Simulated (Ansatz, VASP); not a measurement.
# SnSb2C (CuAu-ordered zincblende type (invented)) in two plane-wave programs, part 2 of 2

One calculation is typed for both programs; each brings its own data sets. How far apart do they land? The cell is generated by rule, not measured, and may not be a known phase. The two relaxations start from unlike cells of this crystal (the structure described is Ansatz's start), so only their ends are compared.

VASP 6.6.1 and Ansatz 0.2.0.

So far: The structure; VASP: relaxation of cell and atoms, PBEsol.

## Step 3: Ansatz: relaxation of cell and atoms, PBEsol

Level of this step: Ansatz beside VASP: Kohn-Sham DFT, plane waves, PBEsol (Ansatz).

Ansatz runs on its default PAW (the set named soft_2) files.

Its own start cell and the same functional, mesh and smearing now go to Ansatz, which takes its cutoff from its data sets.

Contents of input.yaml:

```yaml
crystal:
  lattice:
    - [4.07432, 0.0, 0.0]
    - [0.0, 4.07432, 0.0]
    - [0.0, 0.0, 5.76196]
  atoms:
    - { symbol: Sn, position: [0.0, 0.0, 0.0] }
    - { symbol: C, position: [0.5, 0.5, 0.5] }
    - { symbol: Sb, position: [0.0, 0.5, 0.25] }
    - { symbol: Sb, position: [0.5, 0.0, 0.75] }
kpoints:
  mp_grid: { grid: [6, 6, 4] }
hamiltonian:
  xc: pbesol
scf:
  occupations: { method: gaussian, width: 0.1 }
output:
  forces: true
  stress: true
  eigenvalues: true
relax:
  adjacent_minimum: "off"
  f_tol: 0.05
  max_steps: 80
  cell: { stress_tol: 0.5 }
```

Command:

```bash
$ ansatz run input.yaml --threads 2 --pin off --max-ram 5120MiB --backend cpu --events-out ev --progress --plain --runs-dir out
```

Numbers of over 12 decimals in the logs are rounded to 6 here.

Log:

```text
The last accepted step is kept in <dir> (removed where the run ends without a failure and the disk answers)
Engine: ansatz 0.2.0, x86_64-unknown-linux-gnu
Pseudopotentials: kind: paw
Pseudopotential: Sn, paw, valence charge 14, recommended cutoff 420 eV (normal), Sn.paw.azcp
Pseudopotential: C, paw, valence charge 4, recommended cutoff 420 eV (normal), C.paw.azcp
Pseudopotential: Sb, paw, valence charge 15, recommended cutoff 420 eV (normal), Sb.paw.azcp
Functional definition: PBEsol
  exchange = pbesol_x
  correlation = pbesol_c
Crystal: 4 atoms, lattice volume = 95.649 Å³
Basis set: ecut = 420 eV, 1875 PW (Γ), exchange–correlation on 60×60×80 points (8 copies of the dense FFT grid, shifted against one another)
Bands: 29, of which v1, the nominal top of the filled ones, is band 24 counted from 1 (23 counted from 0)
Symmetry: 8 space group operations
Space group: P-4m2 (ITA 115), of the structure as read, at distance tolerance 4.6e-5 Å
k-points: 30 of 144 (time reversal used)
Non-local potential: Sn, projectors of the file, l = 0: 2, l = 1: 2, l = 2: 2, l = 3: 2
Non-local potential: C, projectors of the file, l = 0: 2, l = 1: 2, l = 2: 1
Non-local potential: Sb, projectors of the file, l = 0: 2, l = 1: 2, l = 2: 2, l = 3: 2
PAW form: soft (Blöchl's): semilocal exchange-correlation on the pseudo side does not see the compensation charge
PAW frozen core: Sn, regenerated for the run's functional, and the local potential with it (the file was generated under x = pbe(κ = 0.804, μ = 0.219515), c = pbe(β = 0.066725))
PAW frozen core: C, regenerated for the run's functional, and the local potential with it (the file was generated under x = pbe(κ = 0.804, μ = 0.219515), c = pbe(β = 0.066725))
PAW frozen core: Sb, regenerated for the run's functional, and the local potential with it (the file was generated under x = pbe(κ = 0.804, μ = 0.219515), c = pbe(β = 0.066725))
PAW one-centre angular grid: Sn, 590 points (default); XC on 64 Gauss nodes
PAW one-centre angular grid: C, 110 points (default); XC on 64 Gauss nodes
PAW one-centre angular grid: Sb, 590 points (default); XC on 64 Gauss nodes
Initial density: superposition of atomic densities (neutral atoms: chi_scale 0, normalization atom), corrected by the library's trained network
Initial wavefunctions: pseudopotential atomic-orbital guess
Functional: x = pbesol(κ = 0.804, μ = 0.123457), c = pbesol(β = 0.046)
SCF iter   1: F=—  HF=-19006.220719 eV  |F-HF|=—  |Δ(HF+E_count)|=         —  Δρ=1.08e-2  dr2=2.40e-1  ethr=1.77e-3  ⟨swp⟩=6.9  Hψ=4020  notcnv=0
preconditioner: auto → LDOS  [insulator: Δε(μ)=0.144 eV  Ē_g=8.344 eV  σ=0.100 eV  W_gap=0.59  n_scr=20 (ndim 8)  ℏωp=16.1 eV  f_vac=0.012  D(μ)=0.76/eV (n_scr^D=2)  ε∞_Penn≈4.7  β→1.0]
SCF iter   2: F=—  HF=-19006.244991 eV  |F-HF|=—  |Δ(HF+E_count)|=   2.43e-2  Δρ=1.43e-2  dr2=4.19e-1  ethr=5.00e-4  ⟨swp⟩=3.0  Hψ=1552  notcnv=0  defer=16
SCF iter   3: F=—  HF=-19006.178713 eV  |F-HF|=—  |Δ(HF+E_count)|=   6.63e-2  Δρ=1.88e-3  dr2=6.72e-3  ethr=5.00e-4  ⟨swp⟩=2.1  Hψ=1111  notcnv=0  defer=16
SCF iter   4: F=—  HF=-19006.177661 eV  |F-HF|=—  |Δ(HF+E_count)|=   1.05e-3  Δρ=2.35e-4  dr2=7.10e-5  ethr=1.40e-5  ⟨swp⟩=2.0  Hψ=1028  notcnv=0  defer=16
SCF iter   5: F=—  HF=-19006.177668 eV  |F-HF|=—  |Δ(HF+E_count)|=   6.95e-6  Δρ=4.91e-5  dr2=2.13e-6  ethr=1.48e-7  ⟨swp⟩=2.0  Hψ=1304  notcnv=0  defer=14
SCF iter   6: F=—  HF=-19006.177667 eV  |F-HF|=—  |Δ(HF+E_count)|=   2.78e-7  Δρ=1.10e-5  dr2=1.10e-7  ethr=4.44e-9  ⟨swp⟩=2.0  Hψ=1286  notcnv=0  defer=14
SCF iter   7: F=-19006.177667 eV  HF=-19006.177667 eV  |F-HF|=1.56e-8  |Δ(HF+E_count)|=   3.24e-8  Δρ=4.19e-6  dr2=2.41e-8  ethr=2.08e-10  ⟨swp⟩=8.8  Hψ=4292  notcnv=0
SCF 1 converged in 7 iterations: F = -19006.177667 eV  dr2 = 2.41e-8
  greatest PAW one-centre occupation: 0.997 electrons in one spin orbital (limit 2), on the Sb atom at site 2 (counted from 0), in its partial waves of l = 2
relax step   1: F+E_penalty+E_count = -19006.17766727 eV  Δ(F+E_penalty+E_count) = +0.000e0 eV  max|allowed force component| = 5.512e0 eV/Å  Δτ_max = 0.0000 Å  P = +15.125 GPa  Ω = 95.649 Å³  (7 SCF iters, dr2 threshold 1.00e-7 eV, accepted)
[...]
relax step   6: F+E_penalty+E_count = -19009.00964032 eV  Δ(F+E_penalty+E_count) = -5.721e-2 eV  max|allowed force component| = 4.471e-2 eV/Å  Δτ_max = 0.0270 Å  P = -1.382 GPa  Ω = 102.975 Å³  energy of the carried Pulay correction = -3.954e-3 eV  (6 SCF iters, dr2 threshold 4.00e-7 eV, accepted)
[...]
relax step   7: F+E_penalty+E_count = -19009.02322822 eV  Δ(F+E_penalty+E_count) = -1.359e-2 eV  max|allowed force component| = 4.283e-2 eV/Å  Δτ_max = 0.0257 Å  P = -0.593 GPa  Ω = 100.133 Å³  energy of the carried Pulay correction = -2.455e-3 eV  (6 SCF iters, dr2 threshold 4.00e-7 eV, accepted)
[...]
relax step   8: F+E_penalty+E_count = -19009.02945478 eV  Δ(F+E_penalty+E_count) = -6.227e-3 eV  max|allowed force component| = 3.344e-2 eV/Å  Δτ_max = 0.0046 Å  P = -0.045 GPa  Ω = 99.835 Å³  energy of the carried Pulay correction = -2.296e-3 eV  (5 SCF iters, dr2 threshold 4.00e-7 eV, accepted)
[...]
relax step   9: F+E_penalty+E_count = -19009.03444428 eV  Δ(F+E_penalty+E_count) = -4.989e-3 eV  max|allowed force component| = 3.361e-2 eV/Å  Δτ_max = 0.0000 Å  P = -0.010 GPa  Ω = 99.835 Å³  stress off target by 5.77e-2 GPa  SCF on the basis re-selected at this cell (its energy is not comparable with the rows above)  (4 SCF iters)
basis re-selected at this cell: Δ(F+E_penalty+E_count) = -4.989e-3 eV, ΔP = +0.035 GPa vs the last step (what re-selecting the basis moved, of the pressure what is left beyond the Pulay correction that the steps carried, after the strain that the cell walked since its last selection, with what the two solves' SCF thresholds leave and, on support functions, any second-order correction that the steps lacked; it is no measure of the basis error at this ecutwfc). The dense FFT grid was sized anew with the basis: this SCF ran on 30×30×36 points, the steps before it on 30×30×40, so part of this shift can come from that change (see relax.cell in the input reference). [rest of the remark cut]
SCF converged after 4 iterations
Free energy (F): -19009.034444 eV
Harris-Foulkes:  -19009.034444 eV  (|F-HF|=1.96e-9)
Internal energy: -19009.027967 eV  (E = F + TS)
E sigma→0 (E₀):  -19009.031206 eV
Entropy (-TS):   -0.006477 eV (-1.619 meV/atom)
Fermi energy:    9.165694 eV
--- Per-component energies (eV) ---
  E_band       = -452.879957
  E_kinetic    = 684.646478
  E_local      = -4453.428779  (includes V_loc(G=0)·N_el)
  E_nonlocal   = 727.545528
  E_hartree    = 2144.135404
  E_xc         = -700.205873
  E_vxc        = -347.371173  (∫ρ·V_xc dr)
  E_paw        = -13161.233600  (= ΣΔE_a)
  E_vpaw       = -1352.544141  (= ΣTr[D̂ρ^β])
  E_aug_tail   = 0.000000  (compensation charges beyond the density's cutoff)
  E_ewald      = -4251.456779
  E_core_change = 0.969654  (= ΣΔE_core)
  E_smearing   = -0.006477  (= −TS)
  E_closure    = 0.000000  (closes the sum)
  Σ components = -19009.034444   (vs F -19009.034444, Δ=0.00e0)
--- Forces (eV/Å), atoms counted from 1 ---
  atom   1  Sn     0.00000000    -0.00000000    -0.00000000
  atom   2  C     -0.00000000     0.00000000     0.00000000
  atom   3  Sb     0.00000000    -0.00000000     0.03360917
  atom   4  Sb     0.00000000    -0.00000000    -0.03360917
  max |Σ_I F_I| component: 3.89e-16 eV/Å
--- Stress (GPa, compression-positive) ---
       -0.043243      -0.000000      -0.000000
       -0.000000      -0.043243       0.000000
       -0.000000      -0.000000       0.057683
  P = ⅓ Tr σ = -0.0096 GPa (-0.096 kbar)
--- Band table (eV; the first three rows and the last of 30) ---
  k-point 0: bands = [... 20 lower, 6.0780, 7.4425, 8.5889, 8.5889, 9.2741, 9.6098, 11.9204, 11.9204, ... 1 higher]
  k-point 1: bands = [... 20 lower, 5.2883, 8.0308, 8.2066, 8.2066, 8.6412, 10.4443, 12.0591, 12.0695, ... 1 higher]
  k-point 2: bands = [... 20 lower, 4.6779, 7.8400, 7.8400, 8.1650, 8.4702, 11.3647, 12.2181, 12.2181, ... 1 higher]
  k-point 29: bands = [... 20 lower, 5.1280, 5.1280, 5.9490, 11.6248, 11.6248, 13.1148, 13.1344, 13.4988, ... 1 higher]
--- Relaxed structure (8 steps of the walk, 8 accepted, 1 SCFs on fresh bases) ---
  F+E_penalty+E_count = -19009.03444428 eV   max|allowed force component| = 3.361e-2 eV/Å   (the final SCF, on the basis selected at the relaxed cell)
  cell:  # Å, volume = 99.8349 Å³
    - [4.339385, 0, 0]
    - [0, 4.339385, 0.0]
    - [0, 0.0, 5.301835]
  atoms:
    - { symbol: Sn, position: [0, 0, -1.3547917100944179e-18] }
    - { symbol: C, position: [0.5, 0.5, 0.5] }
    - { symbol: Sb, position: [0, 0.5, 0.345592] }
    - { symbol: Sb, position: [0.5, 0, 0.654408] }
```

## Step 4: Differences

Known differences besides the potentials themselves: the data sets hold 48 valence electrons in Ansatz (on its default PAW (the set named soft_2) files) and 28 in VASP; the cutoff is 420 eV in Ansatz and 600 eV in VASP; Ansatz makes its cores anew for this functional, VASP keeps those of its PBE data sets; Ansatz adds a Pulay correction to the stress that steers its cell, VASP none. Total energies have different zeros and are not compared.

Compared:

| quantity | Ansatz | VASP | difference |
| --- | --- | --- | --- |
| volume (Å³) | 99.83 | 99.99 | -0.16 % |
| edge a after relaxation, in the typed setting (Å) | 4.339 | 4.341 | -0.03 % |
| edge c after relaxation, in the typed setting (Å) | 5.302 | 5.306 | -0.09 % |

## Step 5: Summary of results

| Property | Result |
| --- | --- |
| difference in volume (relaxation of cell and atoms, PBEsol) | -0.16 % |

In words: The difference in volume is -0.16 % (relaxation of cell and atoms, PBEsol), within the 1.2 % picked in this series as the mark of a large difference, as far as the stopping tolerances let one tell. The data sets hold unlike numbers of valence electrons (48 in Ansatz and 28 in VASP), so part of the differences comes from the potentials. 1 further run of this series is not shown here. How closely two codes agree says nothing of how well the functional describes the real material.

[Lines on the potential files, build, host, timing and source positions are cut from VASP's logs without a mark.]

[Logs are printed without paths, hosts, clocks, repeated set-up lines and the standing remarks that a program may print on its own settings, such as how far it seeks lower states.]

[Hosts, paths, dates, database ids (printed as entryN), source tags and the programs' standing remarks are cut or masked in the printed files.]
